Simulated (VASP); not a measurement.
Elastic constants (GPa) of a crystal from PBE GGA, VASP's PBE PAW potentials (set 64) (VASP 6.6.1):

```csv
,xx,yy,zz,yz,xz,xy
xx,97.6,56.8,56.8,0.0,0.0,0.0
yy,56.8,97.6,56.8,0.0,0.0,0.0
zz,56.8,56.8,97.6,0.0,0.0,0.0
yz,0.0,0.0,0.0,46.4,0.0,0.0
xz,0.0,0.0,0.0,0.0,46.4,0.0
xy,0.0,0.0,0.0,0.0,0.0,46.4
```

Task: Work out the Voigt, Reuss and Hill moduli, Young's modulus and Poisson's ratio.

Result: All eigenvalues are positive (smallest 40.8 GPa), so the crystal is stable. K_V = (C11+C22+C33+2(C12+C13+C23))/9 = (292.8 + 2×170.4)/9 = 70.4 GPa; G_V = (292.8 − 170.4 + 3×139.2)/15 = 36.0 GPa. From the compliances, K_R = 70.4 GPa and G_R = 30.7 GPa. Hill: K = 70.4 GPa, G = 33.4 GPa, E = 9KG/(3K+G) = 86.4 GPa, ν = (3K−2G)/(2(3K+G)) = 0.295. K/G = 2.11, above Pugh's 1.75; universal anisotropy A^U = 0.86.

Task: With a density of 4.02 g/cm³, what are the mean sound speeds?

Result: v_l = √((K+4G/3)/ρ) = 5.35 km/s and v_t = √(G/ρ) = 2.88 km/s. The crystal is ZnS (zinc blende), cubic.

The compound is ZnS in the zinc blende structure. It was relaxed first.
